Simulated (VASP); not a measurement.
Output of a VASP run:

OSZICAR:
```
       N       E                     dE             d eps       ncg     rms          rms(c)
DAV:   1     0.838935572507E+02    0.83894E+02   -0.75732E+03   832   0.117E+03
DAV:   2    -0.696616650192E+01   -0.90860E+02   -0.86738E+02  1176   0.181E+02
DAV:   3    -0.125153230145E+02   -0.55492E+01   -0.55116E+01   962   0.516E+01
DAV:   4    -0.125640323691E+02   -0.48709E-01   -0.48670E-01   977   0.565E+00
DAV:   5    -0.125644118039E+02   -0.37943E-03   -0.37943E-03  1007   0.482E-01    0.761E+00
DAV:   6    -0.125015819132E+02    0.62830E-01   -0.33116E-02   932   0.129E+00    0.465E+00
DAV:   7    -0.124784881815E+02    0.23094E-01   -0.62305E-02   857   0.171E+00    0.187E-01
DAV:   8    -0.124775835335E+02    0.90465E-03   -0.90272E-03   842   0.679E-01    0.112E-01
DAV:   9    -0.124776128499E+02   -0.29316E-04   -0.26212E-04  1022   0.128E-01    0.294E-02
DAV:  10    -0.124776033690E+02    0.94809E-05   -0.34484E-05   957   0.435E-02    0.689E-03
DAV:  11    -0.124776037514E+02   -0.38243E-06   -0.71458E-06   907   0.171E-02
   1 F= -.12477604E+02 E0= -.12477604E+02  d E =-.124776E+02
       N       E                     dE             d eps       ncg     rms          rms(c)
DAV:   1    -0.124776715957E+02   -0.68227E-04   -0.20664E-03   832   0.270E-01    0.308E-02
DAV:   2    -0.124776456715E+02    0.25924E-04   -0.71077E-05   872   0.575E-02    0.159E-02
DAV:   3    -0.124776361303E+02    0.95412E-05   -0.25859E-05   967   0.295E-02    0.494E-03
DAV:   4    -0.124776359271E+02    0.20320E-06   -0.10402E-06   478   0.725E-03
   2 F= -.12477636E+02 E0= -.12477636E+02  d E =-.321757E-04
```

**OUTCAR**
```
------------------------ aborting loop because EDIFF is reached ----------------------------------------
  FORCE on cell =-STRESS in cart. coord.  units (eV):
  Direction    XX          YY          ZZ          XY          YZ          ZX
  --------------------------------------------------------------------------------------
  Total       -0.0184312     -0.0184312      0.0199494      0.0000000      0.0000000      0.0000000
  in kB       -0.4262218     -0.4262218      0.4613306      0.0000000      0.0000000      0.0000000
  external PRESSURE =      -0.1303710 kB  Pullay stress =       0.0000000 kB
  volume of cell :       69.28
      direct lattice vectors                 reciprocal lattice vectors
     1.976423443 -3.423265810 -0.000000000     0.252982225 -0.146059356  0.000000000
     1.976423443  3.423265810  0.000000000     0.252982225  0.146059356 -0.000000000
     0.000000000  0.000000000  5.120079496     0.000000000 -0.000000000  0.195309468
 POSITION                                       TOTAL-FORCE (eV/Angst)
 -----------------------------------------------------------------------------------
      0.50525      0.87512      3.41339         0.002564      0.004441     -0.000000
      2.94235      0.00000      5.12008        -0.005127     -0.000000      0.000000
      0.50525     -0.87512      1.70669         0.002564     -0.004441      0.000000
 -----------------------------------------------------------------------------------
    total drift:                               -0.000235     -0.000444      0.000012
  FREE ENERGIE OF THE ION-ELECTRON SYSTEM (eV)
  ---------------------------------------------------
  free  energy   TOTEN  =       -12.4776359271 eV

  energy  without entropy=      -12.4776359271  energy(sigma->0) =      -12.47763593

 reached required accuracy - stopping structural energy minimisation
```
(Selected blocks of OUTCAR.)

POSCAR:
```
Se
1
    1.9773970865    -3.4249522100     0.0000000000
    1.9773970865     3.4249522100    -0.0000000000
    0.0000000000    -0.0000000000     5.1181365169
Se
3
Direct
  1.0000000000   0.2555890939   0.6666670000
  0.7444109061   0.7444109061   0.0000000000
  0.2555890939   1.0000000000   0.3333330000
```

Task: Reconstruct the remaining input files.

Result: One answer among several that fit: the input of the run itself, LDA (Ceperley-Alder, Perdew-Zunger), plane waves, VASP's LDA PAW potentials (set 64).

INCAR:
```
SYSTEM = Se
PREC = Accurate
ENCUT = 520
EDIFF = 1E-6
NELM = 100
ALGO = Normal
LREAL = .FALSE.
LASPH = .TRUE.
ISMEAR = 0
SIGMA = 0.05
LMAXMIX = 4
LWAVE = .FALSE.
LCHARG = .FALSE.
IBRION = 2
ISIF = 3
NSW = 60
EDIFFG = -0.01
```

KPOINTS:
```
kpoints
0
gamma
7 7 5
0 0 0
```

POTCAR, in this order: Se (LDA.64 set). Program: vasp_std.

The compound is Se in the trig structure. This run relaxes it. Symmetry was kept, so distortions that lower it aren't found. The start is the result of an earlier pass.
